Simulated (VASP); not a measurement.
An input for Ansatz (written as the equivalent of a VASP run, and not itself run):

Ansatz 0.2 input:
```yaml
crystal:
  lattice:
    - [-2.9620251, 2.9620251, 1.6128786]
    - [2.9620251, -2.9620251, 1.6128786]
    - [2.9620251, 2.9620251, -1.6128786]
  atoms:
    - { symbol: Sn, position: [0.2500000, 0.7500000, 0.5000000] }
    - { symbol: Sn, position: [0.0000000, 1.0000000, 0.0000000] }
kpoints:
  mp_grid: { grid: [12, 12, 12] }
hamiltonian:
  xc: pbe
  pseudopotentials: { kind: paw }
scf:
  occupations: { method: methfessel_paxton, width: 0.1 }
  max_iter: 100
relax:
  max_steps: 60
  f_tol: 0.01
  cell: {}
output: { forces: true, stress: true, eigenvalues: true }
```

**Question.** Translate this input to VASP (INCAR, KPOINTS, POSCAR, choice of POTCAR).

**Answer.** One answer among several that fit: 
### KPOINTS
```
Regular mesh
0
Gamma
  12 12 12
```

**INCAR**
```
SYSTEM = Sn
LASPH = .TRUE.   ! aspherical one-centre terms
ENCUT = 400
GGA = PE   ! PBE
LMAXMIX = 4   ! l cut-off of mixed one-centre charges
NELM = 100   ! most electronic steps
EDIFF = 1E-6   ! SCF stop (eV)
LCHARG = .FALSE.
LREAL = .FALSE.   ! projection in real space or not
NSW = 60   ! most ionic steps
ISIF = 3   ! ions, shape and volume
LWAVE = .FALSE.
ISMEAR = 1   ! Methfessel-Paxton
EDIFFG = -0.01
SIGMA = 0.1   ! width (eV)
IBRION = 2   ! conjugate gradients
PREC = Accurate
ALGO = Normal
```

File POSCAR:
```
Sn
1
   -2.9620251298     2.9620251298     1.6128785834
    2.9620251298    -2.9620251298     1.6128785834
    2.9620251298     2.9620251298    -1.6128785834
Sn
2
Direct
  0.2500000000   0.7500000000   0.5000000000
  0.0000000000   1.0000000000   0.0000000000
```

POTCAR, in this order: Sn_d (PBE.64 set). Program: vasp_std.

What does not carry over: each code has its own PAW files, so the cut-off isn't converted (ENCUT is set for VASP's; basis.ecutwfc is left out, and Ansatz then takes the one that its files recommend); Ansatz stops its SCF on the density residual and VASP on the energy change (EDIFF).

The compound is Sn in the beta structure. This run relaxes it. Symmetry was kept, so distortions that lower it aren't found. The start is the result of an earlier pass.
